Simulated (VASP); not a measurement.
HPbNO4:

```
H Pb N O
1.0
     4.12040   -0.00081   -0.01120
     0.00404    6.42722    0.05360
     0.02791    3.20707    7.74994
H Pb N O
2 2 2 8
Direct
  0.90366 0.21821 0.48851
  0.40337 0.78177 0.51142
  0.39455 0.30863 0.70725
  0.89489 0.69135 0.29266
  0.63409 0.19990 0.20730
  0.13386 0.80012 0.79275
  0.90829 0.32866 0.54369
  0.53792 0.39076 0.19497
  0.53483 0.11279 0.10602
  0.83718 0.08887 0.32672
  0.40817 0.67132 0.45624
  0.03774 0.60924 0.80520
  0.03429 0.88737 0.89397
  0.33716 0.91101 0.67330
```

The cell was built by a generator and needn't be a form met in nature.

Base run:

| Item | Value |
| --- | --- |
| Program | VASP 6.6.1 |
| Functional | PBE |
| Potentials or basis | VASP PAW PBE potentials, release 64 (H, Pb_d, N, O) |
| Cutoff | 520 eV |
| k mesh | 7 × 5 × 4 |
| Occupations | fermi-dirac, width 0.05 eV |
| Spin | no spin polarisation |

Its results: band gap on the k mesh 3.27 eV, indirect (least direct gap 3.36 eV); pressure 0.6 GPa; largest force 0.414 eV/Å.

**Question.** The run is repeated on the same cell with these changes: dispersion from none to TS. What comes out?

**Answer.** Band gap on the k mesh 3.27 eV, indirect (least direct gap 3.36 eV); pressure -0.2 GPa; largest force 0.405 eV/Å.

Dispersion adds attraction, which lowers the pressure at fixed volume.

Caveats: the standard files for N, O and F lose accuracy on very short bonds; spin-orbit coupling is left out, which as a rule narrows the gap of such compounds by several tenths of an eV; an odd mesh through Γ misses points on the zone boundary, where band edges often lie.
